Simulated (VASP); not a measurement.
The system is RuF2.

```xyz
3
Lattice="0.0000 2.4087 2.4087 2.4087 0.0000 2.4087 2.4087 2.4087 0.0000" Properties=species:S:1:pos:R:3 pbc="T T T"
Ru    0.0000    0.0000    0.0000
F     1.2044    1.2044    1.2044
F     3.6131    3.6131    3.6131
```

The cell comes from a database or a generator and needn't be the stable form of this composition.

Base run:

```yaml
Program: VASP 6.6.1
Functional: PBE
Potentials_or_basis: VASP PAW PBE potentials, release 64 (Ru_pv, F)
Cutoff: 520 eV
k_mesh: 7 × 7 × 7
Occupations: gaussian, width 0.05 eV
Spin: collinear spin, ferromagnetic start
Starting_moments: "[1.0, 0.0, 0.0] μB"
Hubbard_terms: Ru d U = 4 eV
```

Its results: band gap on the k mesh none (metal or under the smearing width); pressure 71.9 GPa; net moment 2.00 μB per cell; site moments Ru +1.88; F +0.03 μB.

Q: The run is repeated on the same cell with these changes: hubbard terms from Ru d U = 4 eV to Ru d U = 3 eV. What comes out?

A: Band gap on the k mesh none (metal or under the smearing width); pressure 71.1 GPa; net moment 2.00 μB per cell; site moments Ru +1.85; F +0.04 μB.

Caveats: a pressure of tens of GPa on the cell as given is suspect, and the run, the potentials or the cell itself is likely at fault.
